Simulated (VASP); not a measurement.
A convergence study with VASP on Al (fcc): one setting is varied, all else stays as given below, so the limit is that of these other settings.

```
Al
1.0
    0.00000     2.02500     2.02500
    2.02500     0.00000     2.02500
    2.02500     2.02500     0.00000
Al
1
Cartesian
  0.00000   0.00000   0.00000
```

Computed with PBEsol GGA, VASP's PBE PAW potentials (set 64) (plane waves; VASP). The tightest run used: 550 eV cut-off, 25×25×25 Γ-centred mesh, first-order Methfessel-Paxton smearing of 0.10 eV, potentials Al.

**Question.** The settings run are 1×1×1 mesh; 2×2×2 mesh; 3×3×3 mesh; 4×4×4 mesh; 5×5×5 mesh; 6×6×6 mesh; 7×7×7 mesh; 8×8×8 mesh; 9×9×9 mesh; 10×10×10 mesh; 11×11×11 mesh; 12×12×12 mesh; 14×14×14 mesh; 15×15×15 mesh; 16×16×16 mesh; 17×17×17 mesh; 18×18×18 mesh; 19×19×19 mesh; 20×20×20 mesh; 21×21×21 mesh; 22×22×22 mesh; 23×23×23 mesh; 24×24×24 mesh; 25×25×25 mesh. From which on does the energy per atom stay within 0.01 eV/atom of the tightest run?

**Answer.** From 11×11×11 mesh on: it is off by 0.0069 there and by no more than 0.01 in any finer run, while 10×10×10 mesh is off by 0.0214.
```tsv
setting	E (eV/atom)	pressure (GPa)	irreducible k-points	difference judged (eV/atom)
1×1×1 mesh	-0.5087	-1.60	1	3.5813
2×2×2 mesh	-4.7543	-7.33	3	0.6644
3×3×3 mesh	-3.5041	-2.72	4	0.5858
4×4×4 mesh	-3.7922	-1.34	8	0.2977
5×5×5 mesh	-4.0282	-0.08	10	0.0617
6×6×6 mesh	-4.1545	-1.40	16	0.0646
7×7×7 mesh	-4.1336	-2.56	20	0.0437
8×8×8 mesh	-4.0827	-1.87	29	0.0073
9×9×9 mesh	-4.0589	-1.60	35	0.0310
10×10×10 mesh	-4.0685	-2.13	47	0.0214
11×11×11 mesh	-4.0968	-1.91	56	0.0069
12×12×12 mesh	-4.0975	-1.77	72	0.0076
14×14×14 mesh	-4.0818	-2.22	104	0.0081
15×15×15 mesh	-4.0892	-2.11	120	0.0007
16×16×16 mesh	-4.0953	-2.03	145	0.0054
17×17×17 mesh	-4.0912	-2.00	165	0.0013
18×18×18 mesh	-4.0865	-1.89	195	0.0034
19×19×19 mesh	-4.0848	-1.96	220	0.0051
20×20×20 mesh	-4.0888	-1.98	256	0.0011
21×21×21 mesh	-4.0916	-1.88	286	0.0017
22×22×22 mesh	-4.0914	-1.93	328	0.0015
23×23×23 mesh	-4.0888	-2.00	364	0.0011
24×24×24 mesh	-4.0878	-2.03	413	0.0022
25×25×25 mesh	-4.0899	-2.02	455	0.0000
```

Left out are rungs that failed or repeat a setting and relaxations that didn't move; long series are thinned to 24 rows.

The compound is Al in the fcc structure. The cell was not relaxed at this level.
